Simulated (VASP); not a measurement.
Level of theory: PBE0 hybrid, VASP's PBE PAW potentials (set 64) (plane waves; VASP 6.6.1).

VASP ran on this input.

File POSCAR:
```
GaP
1
    0.0000000000     2.7251349108     2.7251349108
    2.7251349108     0.0000000000     2.7251349108
    2.7251349108     2.7251349108     0.0000000000
Ga P
1 1
Direct
  0.0000000000   0.0000000000   0.0000000000
  0.2500000000   0.2500000000   0.2500000000
```

**INCAR**
```
SYSTEM = GaP
PREC = Accurate
ENCUT = 520
EDIFF = 1E-6
NELM = 60
ALGO = Normal
LREAL = .FALSE.
LASPH = .TRUE.
ISMEAR = 0
SIGMA = 0.05
GGA = PE
AEXX = 0.25
HFRCUT = -1
LHFCALC = .TRUE.
PRECFOCK = Fast
ISYM = 3
LMAXMIX = 4
LWAVE = .FALSE.
LCHARG = .FALSE.
ISIF = 2
```

KPOINTS:
```
Automatic mesh
0
Gamma
6 6 6
0 0 0
```

POTCAR, in this order: Ga_d P (PBE.64 set). Program: vasp_std. Read from the step before: WAVECAR.

Problem. Estimate the energy per atom (σ→0), band gap (on the k-mesh).

Solution. 
```yaml
energy per atom (σ→0): -5.835 eV/atom
band gap (on the k-mesh): 2.96 eV
```

### OSZICAR
```
...
DAV:   4    -0.116700968549E+02    0.29454E-03   -0.87803E-04   524   0.400E-01    0.342E-01
DAV:   5    -0.116700023040E+02    0.94551E-04   -0.14045E-04   466   0.109E-01    0.196E-01
DAV:   6    -0.116699788886E+02    0.23415E-04   -0.31440E-05   516   0.473E-02    0.109E-01
DAV:   7    -0.116699699028E+02    0.89858E-05   -0.45920E-06   484   0.206E-02    0.616E-02
DAV:   8    -0.116699658817E+02    0.40211E-05   -0.95485E-07   278   0.102E-02    0.344E-02
DAV:   9    -0.116699642725E+02    0.16091E-05   -0.61934E-07   233   0.714E-03    0.177E-02
DAV:  10    -0.116699636434E+02    0.62913E-06   -0.22668E-07   223   0.443E-03
   1 F= -.11669964E+02 E0= -.11669964E+02  d E =-.397442E-12
```

The compound is GaP in the zinc blende structure. This cell is one point of a volume scan, at 0.97 of the reference volume. The cell's shape comes from a PBE relaxation.
